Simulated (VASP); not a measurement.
```
Co
1.0
    1.26212    -2.12885     0.00000
    1.26212     2.12885     0.00000
    0.00000     0.00000     4.15811
Co
2
Direct
  0.33333   0.66667   0.25000
  0.67713   0.34380   0.75000
```
Starting moments (μB, in the order of the record's atoms Co Co): 1.8 1.8.

The numbers are results of PBE GGA, VASP's PBE PAW potentials (set 64) (plane waves; VASP), not measurements. Numerical set-up: 400 eV cut-off, KSPACING 0.35 per Å, first-order Methfessel-Paxton smearing of 0.10 eV, potentials Co.

Question: Give the force on each atom (eV/Å).

Answer: 
| atom | Fx | Fy | Fz |
|---|---|---|---|
| Co1 | 0.045 | 0.064 | 0.000 |
| Co2 | -0.045 | -0.064 | 0.000 |

Question: Give the stress tensor in GPa (positive for a compressed cell).

Answer: 
```
 -8.00   -0.41    0.00
 -0.41   -2.31    0.00
  0.00    0.00  -12.15
```
The pressure is its mean diagonal, -7.49 GPa.

The compound is Co in the hcp structure. The cell was not relaxed at this level, atoms are displaced from their ideal sites. The run is one of a series of settings (KGAMMA = .FALSE., KSPACING = 0.35, KPOINTS file removed against the base run), some of them coarse on purpose.
